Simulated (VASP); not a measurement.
Output of a VASP run:

**OUTCAR**
```
 ion  position               nearest neighbor table
   1  0.000  0.000  0.000-   2 3.09   2 3.09   2 3.09   2 3.09   2 3.09   2 3.09
   2  0.500  0.500  0.500-   1 3.09   1 3.09   1 3.09   1 3.09   1 3.09   1 3.09
  LATTYP: Found a body centered orthorhombic cell.
 ALAT       =     4.3553120183
 B/A-ratio  =     1.0050125313
 C/A-ratio  =     1.4177579572
 Subroutine PRICEL returns:
 Original cell was already a primitive cell.
 Subroutine GETGRP returns: Found  8 space group operations
The static configuration has the point symmetry D_2h.
The dynamic configuration has the point symmetry D_2h.
 Subroutine INISYM returns: Found  8 space group operations
 Subroutine IBZKPT returns following result:
 Found     95 irreducible k-points:

 Following reciprocal coordinates:
            Coordinates               Weight
  0.000000  0.000000  0.000000      1.000000
  0.125000  0.000000  0.000000      4.000000
  0.250000  0.000000  0.000000      4.000000
  0.375000  0.000000  0.000000      4.000000
  0.500000  0.000000  0.000000      2.000000
  0.000000  0.125000  0.000000      4.000000
  0.125000  0.125000  0.000000      4.000000
  0.250000  0.125000  0.000000      8.000000
  0.375000  0.125000  0.000000      8.000000
  0.500000  0.125000  0.000000      8.000000
 -0.375000  0.125000  0.000000      8.000000
 -0.250000  0.125000 -0.000000      8.000000
 -0.125000  0.125000  0.000000      8.000000
  0.000000  0.250000  0.000000      4.000000
  0.125000  0.250000  0.000000      8.000000
  0.250000  0.250000  0.000000      4.000000
  0.375000  0.250000  0.000000      8.000000
  0.500000  0.250000  0.000000      8.000000
 -0.375000  0.250000  0.000000      8.000000
 -0.250000  0.250000  0.000000      8.000000
 -0.125000  0.250000 -0.000000      8.000000
  0.000000  0.375000  0.000000      4.000000
  0.125000  0.375000  0.000000      8.000000
  0.250000  0.375000  0.000000      8.000000
  0.375000  0.375000  0.000000      4.000000
  0.500000  0.375000  0.000000      8.000000
 -0.375000  0.375000 -0.000000      8.000000
 -0.250000  0.375000 -0.000000      8.000000
 -0.125000  0.375000 -0.000000      8.000000
  0.000000  0.500000  0.000000      2.000000
  0.125000  0.500000 -0.000000      8.000000
  0.250000  0.500000  0.000000      8.000000
  0.375000  0.500000  0.000000      8.000000
  0.500000  0.500000  0.000000      2.000000
  0.125000  0.000000  0.125000      2.000000
  0.250000  0.000000  0.125000      4.000000
  0.375000  0.000000  0.125000      4.000000
  0.500000  0.000000  0.125000      4.000000
 -0.375000  0.000000  0.125000      4.000000
 -0.250000  0.000000  0.125000      4.000000
   k-points           NKPTS =     95   k-points in BZ     NKDIM =     95   number of bands    NBANDS=     14
   number of dos      NEDOS =    301   number of ions     NIONS =      2
   total plane-waves  NPLWV =  32768
   dimension x,y,z NGX =    32 NGY =   32 NGZ =   32
   dimension x,y,z NGXF=    64 NGYF=   64 NGZF=   64
   ions per type =               1   1
   PREC   = accura    normal or accurate (medium, high low for compatibility)
   ISTART =      0    job   : 0-new  1-cont  2-samecut
   ICHARG =      2    charge: 1-file 2-atom 10-const
   ISPIN  =      1    spin polarized calculation?
   LNONCOLLINEAR =      F non collinear calculations
   LSORBIT =      F    spin-orbit coupling
   INIWAV =      1    electr: 0-lowe 1-rand  2-diag
   ENCUT  =  480.0 eV  35.28 Ry    5.94 a.u.   7.80  7.78  7.80*2*pi/ulx,y,z
   NELM   =    100;   NELMIN=  2; NELMDL= -5     # of ELM steps
   EDIFF  = 0.1E-06   stopping-criterion for ELM
   LREAL  =      F    real-space projection
   NLSPLINE    = F    spline interpolate recip. space projectors
   LMAXMIX     =    4 max onsite mixed and CHGCAR
   VOSKOWN=      0    Vosko Wilk Nusair interpolation
   EDIFFG = -.1E-01   stopping-criterion for IOM
   NSW    =     30    number of steps for IOM
...
```

**OSZICAR**
```
       N       E                     dE             d eps       ncg     rms          rms(c)
DAV:   1     0.920521849658E+02    0.92052E+02   -0.94735E+03  2668   0.139E+03
DAV:   2    -0.637986787016E+02   -0.15585E+03   -0.15214E+03  2858   0.348E+02
DAV:   3    -0.763970819375E+02   -0.12598E+02   -0.12343E+02  3482   0.105E+02
DAV:   4    -0.766852791153E+02   -0.28820E+00   -0.28806E+00  2862   0.192E+01
DAV:   5    -0.766952823478E+02   -0.10003E-01   -0.10003E-01  3648   0.353E+00    0.295E+00
DAV:   6    -0.717188479302E+02    0.49764E+01   -0.26116E+00  3164   0.311E+01    0.222E+00
DAV:   7    -0.718276661576E+02   -0.10882E+00   -0.84128E-01  2660   0.113E+01    0.122E+00
DAV:   8    -0.718679725296E+02   -0.40306E-01   -0.80483E-01  2660   0.624E+00    0.618E-01
DAV:   9    -0.719159462119E+02   -0.47974E-01   -0.10539E-01  2720   0.271E+00    0.424E-01
DAV:  10    -0.719074856696E+02    0.84605E-02   -0.47963E-02  2854   0.184E+00    0.117E-01
DAV:  11    -0.719324359546E+02   -0.24950E-01   -0.64835E-02  2678   0.238E+00    0.996E-02
DAV:  12    -0.719355760148E+02   -0.31401E-02   -0.13375E-03  3074   0.346E-01    0.700E-02
DAV:  13    -0.719360425269E+02   -0.46651E-03   -0.44322E-04  3164   0.267E-01    0.290E-02
DAV:  14    -0.719391078504E+02   -0.30653E-02   -0.32104E-03  2708   0.563E-01    0.165E-02
DAV:  15    -0.719390949809E+02    0.12870E-04   -0.55090E-05  3152   0.886E-02    0.120E-02
DAV:  16    -0.719391233355E+02   -0.28355E-04   -0.46608E-05  2750   0.969E-02    0.870E-03
DAV:  17    -0.719391246113E+02   -0.12757E-05   -0.11735E-05  3344   0.300E-02    0.160E-03
DAV:  18    -0.719391234394E+02    0.11718E-05   -0.36259E-06  2744   0.191E-02    0.137E-03
DAV:  19    -0.719391247468E+02   -0.13074E-05   -0.21153E-07  2194   0.678E-03    0.905E-04
DAV:  20    -0.719391244732E+02    0.27358E-06   -0.22638E-07  2276   0.463E-03    0.275E-04
DAV:  21    -0.719391247461E+02   -0.27284E-06   -0.82846E-08  1642   0.310E-03    0.202E-04
DAV:  22    -0.719391246958E+02    0.50288E-07   -0.12812E-08  1420   0.174E-03
   1 F= -.71939125E+02 E0= -.71939125E+02  d E =-.719391E+02
```

**OUTCAR**
```
------------------------ aborting loop because EDIFF is reached ----------------------------------------
  FORCE on cell =-STRESS in cart. coord.  units (eV):
  Direction    XX          YY          ZZ          XY          YZ          ZX
  --------------------------------------------------------------------------------------
  Total        0.0315780      0.0312996      0.0315780      0.0000000      0.0000000      0.0334489
  in kB        0.8595956      0.8520173      0.8595956      0.0000000      0.0000000      0.9105227
  external PRESSURE =       0.8570695 kB  Pullay stress =       0.0000000 kB
  volume of cell :       58.86
      direct lattice vectors                 reciprocal lattice vectors
    -0.007718473  3.087389135  3.087389135    -0.161545272  0.161949135  0.161545272
     3.079670662  0.000000000  3.079670662     0.162355023 -0.161949135  0.162355023
     3.087389135  3.087389135 -0.007718473     0.161545272  0.161949135 -0.161545272
  FREE ENERGIE OF THE ION-ELECTRON SYSTEM (eV)
  ---------------------------------------------------
  free  energy   TOTEN  =       -71.9391246958 eV

  energy  without entropy=      -71.9391246958  energy(sigma->0) =      -71.93912470

 reached required accuracy - stopping structural energy minimisation
```
(Selected blocks of OUTCAR.)

### POSCAR
```
PbSe
1
   -0.0077184728     3.0873891351     3.0873891351
    3.0796706623     0.0000000000     3.0796706623
    3.0873891351     3.0873891351    -0.0077184728
Pb Se
1 1
Direct
  0.0000000000   0.0000000000   0.0000000000
  0.5000000000   0.5000000000   0.5000000000
```

Task: Write an INCAR and KPOINTS that could have produced this output.

Result: One answer among several that fit: the input of the run itself, r2SCAN meta-GGA, plane waves, VASP's PBE PAW potentials (set 64).

### KPOINTS
```
Automatic
0
gamma
8 8 8
```

INCAR:
```
! general
SYSTEM  = PbSe
PREC    = Accurate
ENCUT   = 480
LREAL   = .False.
LASPH   = .True.

! electronic loop
EDIFF   = 1E-7
NELM    = 100
ALGO    = Normal
LMAXMIX = 4
LMIXTAU = .True.

! smearing
ISMEAR  = 0
SIGMA   = 0.05

! functional
METAGGA = R2SCAN

! ions
IBRION  = 2
NSW     = 30
ISIF    = 2
EDIFFG  = -0.01

! output
LWAVE   = .False.
LCHARG  = .False.
```

POTCAR, in this order: Pb_d Se (PBE.64 set). Program: vasp_std.

The compound is PbSe in the rock salt structure. This cell was strained or had an atom moved on purpose.
